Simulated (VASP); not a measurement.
The input files of a VASP run:

### POSCAR
```
BN
1
    1.2750000000    -2.2083650000     0.0000000000
    1.2750000000     2.2083650000     0.0000000000
    0.0000000000     0.0000000000     4.2200000000
B N
2 2
Direct
  0.6666670000   0.3333330000   0.5000000000
  0.3333330000   0.6666670000   0.0000000000
  0.6666670000   0.3333330000   0.8750000000
  0.3333330000   0.6666670000   0.3750000000
```

INCAR:
```
SYSTEM = BN
PREC = Accurate
ENCUT = 520
EDIFF = 1E-6
NELM = 100
ALGO = Normal
LREAL = .FALSE.
LASPH = .TRUE.
ISMEAR = 0
SIGMA = 0.05
GGA = PE
LWAVE = .FALSE.
LCHARG = .FALSE.
ISIF = 2
```

**KPOINTS**
```
K-points
0
gamma
8 8 4
0 0 0
```

POTCAR, in this order: B N (PBE.64 set). Program: vasp_std.

Translate this PBE calculation to Quantum ESPRESSO's pw.x.

One equivalent input (not run):
```
&CONTROL
  calculation = 'scf'
  pseudo_dir = './pseudo'
  outdir = './out'
  tprnfor = .true.
  tstress = .true.
/
&SYSTEM
  ibrav = 0
  nat = 4
  ntyp = 2
  ecutwfc = 84
  occupations = 'smearing'
  smearing = 'gaussian'
  degauss = 0.003675
  input_dft = 'pbe'
/
&ELECTRONS
  conv_thr = 7.3e-08
  electron_maxstep = 100
/
ATOMIC_SPECIES
  B 10.810 B.upf
  N 14.007 N.upf
CELL_PARAMETERS angstrom
     1.2750000   -2.2083650    0.0000000
     1.2750000    2.2083650    0.0000000
     0.0000000    0.0000000    4.2200000
ATOMIC_POSITIONS crystal
  B    0.6666670  0.3333330  0.5000000
  B    0.3333330  0.6666670  0.0000000
  N    0.6666670  0.3333330  0.8750000
  N    0.3333330  0.6666670  0.3750000
K_POINTS automatic
  8 8 4 0 0 0
```
What does not carry over: the potentials are each code's own (VASP's PAW set, PseudoDojo norm-conserving files in pw.x), so ENCUT and ecutwfc are chosen apart and not converted; conv_thr bounds pw.x's estimated SCF error, while EDIFF bounds the energy change between steps.

The compound is BN in the wurtzite structure, a metastable high-pressure form. The cell was not relaxed at this level.
